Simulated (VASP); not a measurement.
A convergence study with VASP on InP (zinc blende): one setting is varied, all else stays as given below, so the limit is that of these other settings. The cell's lengths are 1 % over those of the tabulated start and one atom is moved, so it is off equilibrium.

```
CELL_PARAMETERS angstrom
      0.00000     2.96435     2.96435
      2.96435     0.00000     2.96435
      2.96435     2.96435     0.00000
ATOMIC_POSITIONS crystal
  In 0.00000 0.00000 0.00000
  P  0.23978 0.26022 0.26022
```

All values below come from LDA (Ceperley-Alder, Perdew-Zunger), VASP's LDA PAW potentials (set 64) (plane waves; VASP 6.6.1). The tightest run used: 1000 eV cut-off, 9×9×9 Γ-centred mesh, Gaussian smearing of 0.050 eV, potentials In_d P.

Unless said otherwise, spin-orbit coupling is left out, though it shifts the bands of the heavy elements here. Gaps are read on the run's mesh, which can miss a band edge.

The settings run are ENCUT = 150; ENCUT = 250; ENCUT = 350; ENCUT = 450; ENCUT = 550; ENCUT = 600; ENCUT = 650; ENCUT = 700; ENCUT = 750; ENCUT = 800; ENCUT = 850; ENCUT = 1000. From which on does the energy per atom stay within 0.01 eV/atom of the tightest run?

From ENCUT = 250 on: it is off by 0.0031 there and by no more than 0.01 in any finer run, while ENCUT = 150 is off by 2.1124.
```csv
setting,E (eV/atom),pressure (GPa),gap on the mesh (eV),plane waves,difference judged (eV/atom)
ENCUT = 150,-2.7042,-145.73,0.142,229,2.1124
ENCUT = 250,-4.8135,-3.51,0.212,489,0.0031
ENCUT = 350,-4.8157,-3.42,0.218,785,0.0009
ENCUT = 450,-4.8167,-3.16,0.219,1147,0.0000
ENCUT = 550,-4.8165,-3.19,0.219,1544,0.0001
ENCUT = 600,-4.8166,-3.17,0.219,1807,0.0000
ENCUT = 650,-4.8167,-3.15,0.219,1980,0.0000
ENCUT = 700,-4.8167,-3.16,0.219,2204,0.0000
ENCUT = 750,-4.8167,-3.16,0.219,2449,0.0000
ENCUT = 800,-4.8167,-3.16,0.219,2701,0.0000
ENCUT = 850,-4.8166,-3.16,0.219,2950,0.0000
ENCUT = 1000,-4.8166,-3.16,0.219,3765,0.0000
```

Left out are rungs that failed or repeat a setting and relaxations that didn't move; long series are thinned to 24 rows.

The compound is InP in the zinc blende structure. The cell was not relaxed at this level, it is distorted from the ideal structure.
